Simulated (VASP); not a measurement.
Method: PBE GGA, VASP's PBE PAW potentials (set 64) (plane waves; VASP).

The input files of a VASP run:

**KPOINTS**
```
Automatic
0
gamma
  13 13 13
```

**INCAR**
```
SYSTEM  =  YN
PREC  =  Accurate; ENCUT  =  620; LREAL  =  .FALSE.
LASPH  =  .TRUE.
EDIFF  =  1E-6; NELM  =  100; ALGO  =  Normal
LMAXMIX  =  4
ISMEAR  =  1; SIGMA  =  0.1
GGA  =  PE
IBRION  =  2; NSW  =  40; ISIF  =  3
EDIFFG  =  -0.02; PSTRESS  =  300
LWAVE  =  .FALSE.; LCHARG  =  .FALSE.
```

### POSCAR
```
YN
1.0
  0.0000000000   2.3395642418   2.3395642418
  2.3395642418   0.0000000000   2.3395642418
  2.3395642418   2.3395642418   0.0000000000
Y N
1 1
Cartesian
  2.3395642418   2.3395642418   0.0000000000
  2.3395642418   2.3395642418   2.3395642418
```

POTCAR, in this order: Y_sv N (PBE.64 set). Program: vasp_std.

Q: What will the output report for the number of irreducible k-points (NKPTS), largest plane-wave count, number of space-group operations, FFT grid (NGX, NGY, NGZ)?

A: 
The number of irreducible k-points (NKPTS) comes out as 84 and the largest plane-wave count is 914. The number of space-group operations comes out as 48 and the FFT grid (NGX, NGY, NGZ) is 28 × 28 × 28.

The compound is YN in the rock salt structure. It was relaxed first under an external pressure of 30 GPa.
